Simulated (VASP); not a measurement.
Computed with PBEsol GGA, VASP's PBE PAW potentials (set 64) (plane waves; VASP).

Input for VASP

**INCAR**
```
SYSTEM  =  PtSe2
PREC  =  Accurate; ENCUT  =  300; LREAL  =  F
LASPH  =  T
EDIFF  =  1E-6; NELM  =  100; ALGO  =  Normal
LMAXMIX  =  6
ISMEAR  =  -1; SIGMA  =  0.01
GGA  =  PS
ISIF  =  2
LWAVE  =  F; LCHARG  =  F
```

### KPOINTS
```
Automatic mesh
0
Gamma
8 8 5
0 0 0
```

### POSCAR
```
PtSe2
3.7546180
  0.5000000000  -0.8660255184   0.0000000000
  0.5000000000   0.8660255184   0.0000000000
  0.0000000000   0.0000000000   1.3619302949
Pt Se
1 2
direct
  0.0000000000   0.0000000000   0.0000000000
  0.3333330000   0.6666670000   0.2550000000
  0.6666670000   0.3333330000   0.7450000000
```

POTCAR, in this order: Pt Se (PBE.64 set). Program: vasp_std.

At this cut-off the stress carries a Pulay error, which pulls relaxed volumes low. Unless said otherwise, spin-orbit coupling is left out, though it shifts the bands of the heavy elements here.

Task: What does the run give for the energy per atom (σ→0), pressure, largest force, band gap (on the k-mesh)?

Result: 
| Quantity | Value |
|---|---|
| energy per atom (σ→0) | -5.297 eV/atom |
| band gap (on the k-mesh) | none (metal, semimetal or under 0.01 eV) |
| pressure | -2.82 GPa |
| largest force | 0.235 eV/Å |

File OSZICAR:
```
...
DAV:   7    -0.159186031410E+02    0.22797E+00   -0.10456E+00  1235   0.108E+01    0.359E+00
DAV:   8    -0.158928276218E+02    0.25776E-01   -0.74710E-02  1291   0.200E+00    0.923E-01
DAV:   9    -0.158901382476E+02    0.26894E-02   -0.75422E-03  1382   0.899E-01    0.248E-01
DAV:  10    -0.158901716199E+02   -0.33372E-04   -0.11881E-03  1305   0.325E-01    0.674E-02
DAV:  11    -0.158901381701E+02    0.33450E-04   -0.16024E-04  1354   0.134E-01    0.171E-02
DAV:  12    -0.158901403507E+02   -0.21806E-05   -0.20891E-05  1340   0.330E-02    0.677E-03
DAV:  13    -0.158901406226E+02   -0.27190E-06   -0.80220E-07  1022   0.674E-03
   1 F= -.15890141E+02 E0= -.15889749E+02  d E =-.783195E-03
```

The structure is a typed PtSe2 crystal (P-3m1). The cell was not relaxed at this level. The run is one of a series of settings (GGA = PS, POTCAR Pt Se (PBE.64 set) against the base run), some of them coarse on purpose.
